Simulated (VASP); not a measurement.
Here is the system:

```
PmSe
1.0
    0.00000     2.96054     2.96054
    2.96054     0.00000     2.96054
    2.96054     2.96054     0.00000
Pm Se
1 1
Direct
  0.00000   0.00000   0.00000
  0.50000   0.50000   0.50000
```

Computed with PBE GGA, VASP's PBE PAW potentials (set 64) (plane waves; VASP). Run with 400 eV cut-off, 10×10×10 Γ-centred mesh, first-order Methfessel-Paxton smearing of 0.10 eV, potentials Pm_3 Se.

The 4f electrons are frozen in the core of the lanthanide potential, so 4f levels, which can set the real gap, and their magnetism are missing.

### Question
Estimate the energy per atom (σ→0), band gap (on the k-mesh) with the smallest direct gap where there is one.

### Answer

- band gap (on the k-mesh) = none (metal, semimetal or under 0.01 eV)
- energy per atom (σ→0) = -5.921 eV/atom

Only differences to runs with the same potentials and settings are physical.

The structure comes from a computed database's PmSe entry (Fm-3m); how it stands against other phases isn't given here. The cell was not relaxed at this level. The electron count is odd and the run is not spin-polarised, which forces a metal.
